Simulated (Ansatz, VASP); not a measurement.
# Al (Aluminum): VASP beside Ansatz

Wanted: the spread between two codes on one cell, functional and k mesh.

Main program and level: Ansatz 0.2.0; plane waves, with VASP 6.6.1 beside it; single point at LDA.

### 1. The starting structure

The structure is cubic, space group Fm-3m (No. 225). Conventional cell: a = 4.050 Å, b = 4.050 Å, c = 4.050 Å, α = 90.00°, β = 90.00°, γ = 90.00°. Nearest to Al lie 12 Al at 2.86 Å.

Structure file:

```cif
data_structure
_symmetry_space_group_name_H-M 'Fm-3m'
_symmetry_Int_Tables_number 225
_cell_length_a 4.0496
_cell_length_b 4.0496
_cell_length_c 4.0496
_cell_angle_alpha 90.000
_cell_angle_beta 90.000
_cell_angle_gamma 90.000
_cell_volume 66.41
loop_
_atom_site_label
_atom_site_type_symbol
_atom_site_symmetry_multiplicity
_atom_site_Wyckoff_symbol
_atom_site_fract_x
_atom_site_fract_y
_atom_site_fract_z
_atom_site_occupancy
Al1 Al 4 a 0.00000 0.00000 0.00000 1
```

### 2. VASP: single point, LDA

A single point gives forces, pressure and levels at one fixed geometry, so differences don't come from the geometry; what else differs is listed under the comparison.

Lines of VASP's logs that name or quote its potential files are left out, and so is its time.

INCAR reads:

```
SYSTEM = Al
PREC = Accurate
ENCUT = 400
EDIFF = 1E-06
NELM = 100
ISMEAR = -1
SIGMA = 0.05
LREAL = .FALSE.
ALGO = Normal
GGA = CA
NBANDS = 7
LORBIT = 11
LWAVE = .FALSE.
LCHARG = .FALSE.
KPAR = 2
ISIF = 2
```

POSCAR reads:

```
Al
1.0
    0.0000000000      2.0248050000      2.0248050000
    2.0248050000      0.0000000000      2.0248050000
    2.0248050000      2.0248050000      0.0000000000
Al
1
Direct
    0.0000000000      0.0000000000      0.0000000000
```

KPOINTS reads:

```
Automatic mesh
0
Gamma
11 11 11
0 0 0
```

PAW data sets: Al (LDA family, release 64).

Launch:

```
$ mpirun -np 2 vasp_std
```

Numbers of over 12 decimals in the logs are rounded to 6 here.

What it wrote:

```text
[banner, memory and clock lines left out]
running    2 mpi-ranks, on    1 nodes
 distrk:  each k-point on    1 cores,    2 groups
 distr:  one band on    1 cores,    1 groups

 POSCAR found type information on POSCAR Al
 POSCAR found :  1 types and       1 ions
 LDA part: xc-table for (Slater(with rela. corr.)+CA(PZ))
 , standard interpolation
 POSCAR, INCAR and KPOINTS ok, starting setup
 FFT: planning ... GRIDC
 FFT: planning ... GRID_SOFT
 FFT: planning ... GRID
 WAVECAR not read
 entering main loop
       N       E                     dE             d eps       ncg     rms          rms(c)
DAV:   1    -0.336741721534E+01   -0.33674E+01   -0.75926E+02   896   0.181E+02
DAV:   2    -0.421681764647E+01   -0.84940E+00   -0.84420E+00  1127   0.174E+01
DAV:   3    -0.422099416358E+01   -0.41765E-02   -0.41764E-02  1057   0.123E+00
DAV:   4    -0.422099746008E+01   -0.32965E-05   -0.32956E-05  1169   0.332E-02
DAV:   5    -0.422099746379E+01   -0.37041E-08   -0.44153E-08  1134   0.908E-04    0.135E+00
DAV:   6    -0.420357110888E+01    0.17426E-01   -0.26989E-03  1050   0.233E-01    0.760E-01
DAV:   7    -0.419234208729E+01    0.11229E-01   -0.67276E-03  1001   0.362E-01    0.158E-01
DAV:   8    -0.419231854442E+01    0.23543E-04   -0.21229E-05  1169   0.335E-02    0.137E-02
DAV:   9    -0.419231837882E+01    0.16560E-06   -0.13379E-07  1071   0.183E-03
   1 F= -.41923184E+01 E0= -.41903031E+01  d E =-.403052E-02
```

OUTCAR, selected parts (step 2):

```text
ion  position               nearest neighbor table
   1  0.000  0.000  0.000-

  LATTYP: Found a face centered cubic cell.
 ALAT       =     4.0496100000

 Subroutine GETGRP returns: Found 48 space group operations
 (whereof 48 operations were pure point group operations)

The static configuration has the point symmetry O_h .

 Found     56 irreducible k-points:

   k-points           NKPTS =     56   k-points in BZ     NKDIM =     56   number of bands    NBANDS=      7

   dimension x,y,z NGX =    20 NGY =   20 NGZ =   20
   dimension x,y,z NGXF=    40 NGYF=   40 NGZF=   40

   ENCUT  =  400.0 eV  29.40 Ry    5.42 a.u.   4.67  4.67  4.67*2*pi/ulx,y,z

   NELECT =       3.0000    total number of electrons

 k-points in reciprocal lattice and weights: Automatic mesh
   0.00000000  0.00000000  0.00000000       0.001
   0.09090909  0.00000000  0.00000000       0.006
   0.18181818  0.00000000  0.00000000       0.006
   0.27272727  0.00000000  0.00000000       0.006
   0.36363636  0.00000000  0.00000000       0.006
   0.45454545  0.00000000  0.00000000       0.006
   0.09090909  0.09090909  0.00000000       0.005
   0.18181818  0.09090909  0.00000000       0.018
   0.27272727  0.09090909  0.00000000       0.018
[...]
-0.36363636  0.45454545  0.18181818       0.018
  -0.27272727  0.45454545  0.18181818       0.018

 average (electrostatic) potential at core
       1 -70.9652

 E-fermi :   7.7422

 k-point     1 :       0.0000    0.0000    0.0000
  band No.  band energies     occupation
      1      -3.3303      2.00000
      2      20.2658      0.00000
      3      20.2658      0.00000
      4      20.2658      0.00000
      5      21.5370      0.00000
      6      21.5370      0.00000
    ...

 k-point     2 :       0.0909    0.0000    0.0000
  band No.  band energies     occupation
      1      -3.1072      2.00000
      2      17.3385      0.00000
      3      19.5795      0.00000
      4      19.5795      0.00000
      5      22.3278      0.00000
      6      22.5498      0.00000
    ...

 k-point     3 :       0.1818    0.0000    0.0000
  band No.  band energies     occupation
      1      -2.4401      2.00000
      2      13.7187      0.00000
      3      18.8363      0.00000
      4      18.8363      0.00000
      5      22.1494      0.00000
      6      23.3747      0.00000
    ...

  Total       -0.3756885     -0.3756885     -0.3756885      0.0000000     -0.0000000      0.0000000
  in kB      -36.2542450    -36.2542450    -36.2542450      0.0000000     -0.0000000      0.0000000
  external PRESSURE =     -36.2542450 kB  Pullay stress =       0.0000000 kB

  energy-cutoff  :      400.00
  volume of cell :       16.60
      direct lattice vectors                 reciprocal lattice vectors
     0.000000000  2.024805000  2.024805000    -0.246937359  0.246937359  0.246937359
     2.024805000  0.000000000  2.024805000     0.246937359 -0.246937359  0.246937359
     2.024805000  2.024805000  0.000000000     0.246937359  0.246937359 -0.246937359

 POSITION                                       TOTAL-FORCE (eV/Angst)
 -----------------------------------------------------------------------------------
      0.00000      0.00000      0.00000         0.000000      0.000000      0.000000
 -----------------------------------------------------------------------------------
    total drift:                               -0.000000     -0.000000     -0.000000

  FREE ENERGIE OF THE ION-ELECTRON SYSTEM (eV)
  ---------------------------------------------------
  free  energy   TOTEN  =        -4.1923183788 eV

  energy  without entropy=       -4.1882878624  energy(sigma->0) =       -4.19030312

 total charge
# of ion       s       p       d       tot
------------------------------------------
    1        0.444   0.342   0.000   0.786

[... 3 further parts left out ...]
```

At this level the cell is under a tension of 3.6 GPa, so at these settings it is away from equilibrium.

### 3. Ansatz: single point, LDA

Ansatz runs on its default PAW (the set named soft_2) files.

The same cell, functional (in two slightly different forms), mesh and smearing now go to Ansatz, which takes its cutoff from its data sets.

input.yaml reads:

```yaml
crystal:
  lattice:
    - [0.0, 2.024805, 2.024805]
    - [2.024805, 0.0, 2.024805]
    - [2.024805, 2.024805, 0.0]
  atoms:
    - { symbol: Al, position: [0.0, 0.0, 0.0] }
hamiltonian:
  xc: lda
  pseudopotentials: { kind: paw }
kpoints:
  mp_grid: { grid: [11, 11, 11] }
scf:
  occupations: { method: fermi_dirac, width: 0.05 }
  n_extra_bands: 4
output:
  forces: true
  stress: true
  eigenvalues: true
  write_density: true
  write_potential: true
  elf: true
  volumetric_format: npy
```

Launch:

```
$ ansatz run input.yaml --threads 2 --pin off --max-ram 4608MiB --backend cpu --events-out ev --progress --plain --runs-dir out
```

What it wrote:

```text
scf.n_extra_bands = 4 over 2 filled bands (N_el = 3.0): the run solves 6 bands
Engine: ansatz 0.2.0, aarch64-unknown-linux-gnu
Pseudopotentials: kind: paw
Pseudopotential: Al, paw, valence charge 3, recommended cutoff 420 eV (normal), Al.paw.azcp
Functional definition: SPW92
  exchange = slater_x
  correlation = pw_c
Crystal: 1 atoms, lattice volume = 16.603 Å³
Basis set: ecut = 420 eV, 331 PW (Γ)
Bands: 6, of which v1, the nominal top of the filled ones, is band 2 counted from 1 (1 counted from 0)
Symmetry: 48 space group operations
Space group: Fm-3m (ITA 225), of the structure as read, at distance tolerance 2.6e-5 Å
k-points: 56 of 1331
Non-local potential: Al, projectors of the file, l = 0: 2, l = 1: 2, l = 2: 1
PAW form: soft (Blöchl's): semilocal exchange-correlation on the pseudo side does not see the compensation charge
PAW frozen core: Al, regenerated for the run's functional, and the local potential with it (the file was generated under x = pbe(κ = 0.804, μ = 0.219515), c = pbe(β = 0.066725))
PAW one-centre angular grid: Al, 110 points (default); XC on 64 Gauss nodes
Initial density: superposition of atomic densities (neutral atoms: chi_scale 0, normalization atom), corrected by the library's trained network
Initial wavefunctions: pseudopotential atomic-orbital guess
Functional: x = slater, c = lda
SCF iter   1: F=—  HF=-512.879010 eV  |F-HF|=—  |Δ(HF+E_count)|=         —  Δρ=3.35e-3  dr2=1.79e-3  ethr=1.77e-3  ⟨swp⟩=4.8  Hψ=3036  notcnv=0
preconditioner: auto → none  [insulator: Δε(μ)=0.241 eV  Ē_g=13.081 eV  σ=0.050 eV  W_gap=0.50  n_scr=0 (ndim 8)  ℏωp=15.8 eV  f_vac=0.000  D(μ)=0.55/eV (n_scr^D=0)  ε∞_Penn≈2.5]
SCF iter   2: F=—  HF=-512.878414 eV  |F-HF|=—  |Δ(HF+E_count)|=   5.96e-4  Δρ=1.52e-3  dr2=3.54e-4  ethr=5.97e-5  ⟨swp⟩=1.1  Hψ=788  notcnv=0
SCF iter   3: F=—  HF=-512.878277 eV  |F-HF|=—  |Δ(HF+E_count)|=   1.36e-4  Δρ=4.48e-5  dr2=1.70e-7  ethr=1.18e-5  ⟨swp⟩=1.8  Hψ=375  notcnv=0
SCF iter   4: F=—  HF=-512.878278 eV  |F-HF|=—  |Δ(HF+E_count)|=   8.22e-8  Δρ=4.64e-6  dr2=2.90e-9  ethr=5.67e-9  ⟨swp⟩=1.2  Hψ=333  notcnv=0
iter 5 did not close the SCF: its close was put off for the readings that it lacked (scf_convergence_deferred on its scf_iter line)
SCF iter   5: F=-512.878278 eV  HF=-512.878278 eV  |F-HF|=6.82e-13  |Δ(HF+E_count)|=  7.20e-10  Δρ=2.00e-7  dr2=3.94e-12  ethr=9.66e-11  ⟨swp⟩=2.0  Hψ=396  notcnv=0
SCF iter   6: F=-512.878278 eV  HF=-512.878278 eV  |F-HF|=1.14e-13  |Δ(HF+E_count)|=  6.82e-13  Δρ=3.02e-8  dr2=1.20e-13  ethr=1.00e-12  ⟨swp⟩=4.2  Hψ=1273  notcnv=0
SCF 1 converged in 6 iterations: F = -512.878278 eV  dr2 = 1.20e-13
  greatest PAW one-centre occupation: 0.459 electrons in one spin orbital (limit 2), on the Al atom at site 0 (counted from 0), in its partial waves of l = 0
SCF converged after 6 iterations
Free energy (F): -512.878278 eV
Harris-Foulkes:  -512.878278 eV  (|F-HF|=1.14e-13)
Internal energy: -512.874246 eV  (E = F + TS)
E sigma→0 (E₀):  -512.876262 eV
Entropy (-TS):   -0.004032 eV (-4.032 meV/atom)
Fermi energy:    7.686566 eV
--- Per-component energies (eV) ---
  E_band       = 9.847045
  E_kinetic    = 22.730147
  E_local      = 9.164013  (includes V_loc(G=0)·N_el)
  E_nonlocal   = 10.949574
  E_hartree    = 0.099389
  E_xc         = -39.286025
  E_vxc        = -29.234689  (∫ρ·V_xc dr)
  E_paw        = -443.224006  (= ΣΔE_a)
  E_vpaw       = -3.960776  (= ΣTr[D̂ρ^β])
  E_aug_tail   = -0.000004  (compensation charges beyond the density's cutoff)
  E_ewald      = -73.363052
  E_core_change = 0.055717  (= ΣΔE_core)
  E_smearing   = -0.004032  (= −TS)
  E_closure    = -0.000000  (closes the sum)
  Σ components = -512.878278   (vs F -512.878278, Δ=0.00e0)
--- Forces (eV/Å), atoms counted from 1 ---
  atom   1  Al     0.00000000    -0.00000000     0.00000000
  max |Σ_I F_I| component: 3.29e-32 eV/Å
--- Stress (GPa, compression-positive) ---
       -3.656785      -0.000000      -0.000000
       -0.000000      -3.656785       0.000000
       -0.000000       0.000000      -3.656785
  P = ⅓ Tr σ = -3.6568 GPa (-36.568 kbar)
--- Band table (eV; the first three rows and the last of 56) ---
  k-point 0: bands = ["-3.3809", "20.0981", "20.0981", "20.0981", "21.4866", "21.4866"]
  k-point 1: bands = ["-3.1578", "17.2453", "19.4577", "19.4577", "22.2503", "22.4474"]
  k-point 2: bands = ["-2.4907", "13.6488", "18.7370", "18.7370", "22.0714", "23.2257"]
  k-point 55: bands = ["6.3070", "6.5672", "7.9241", "9.7657", "21.4083", "24.1498"]
```

Run time: 0.62 s. Hardware: 2 threads of Arm Neoverse N1, shared host; peak memory 0.24 GiB.

The column dr2 measures how far the density is from self-consistency, as an energy; F and HF (Harris–Foulkes) agree once it is small.

The run ends at a pressure of -3.66 GPa.

### 4. Side by side

Known differences besides the potentials themselves: the two LDA forms differ slightly; the cutoff is 420 eV in Ansatz and 400 eV in VASP; VASP's log shows a relativistic correction to its local exchange, Ansatz's none. Total energies have different zeros and are not compared.

The two programs side by side:

```tsv
quantity	Ansatz	VASP	difference
pressure (GPa)	-3.66	-3.63	-0.03
pressure without Ansatz's Pulay correction (GPa)	-3.73	-3.63	-0.10
```

Ansatz's pressure holds a Pulay correction of 0.07 GPa; VASP's holds none.

### 5. Summary of results

```
difference in pressure (single point, LDA) : -0.031 GPa
```

**Reading.** The difference in pressure is -0.031 GPa (single point, LDA), within the 1 GPa picked in this series as the mark of a large difference. How closely two codes agree says nothing of how well the functional describes the real material.

[Lines on the potential files, build, host, timing and source positions are cut from VASP's logs without a mark.]

[Logs are printed without paths, hosts, clocks, repeated set-up lines and the standing remarks that a program may print on its own settings, such as how far it seeks lower states.]

[Hosts, paths, dates, database ids (printed as entryN), source tags and the programs' standing remarks are cut or masked in the printed files.]
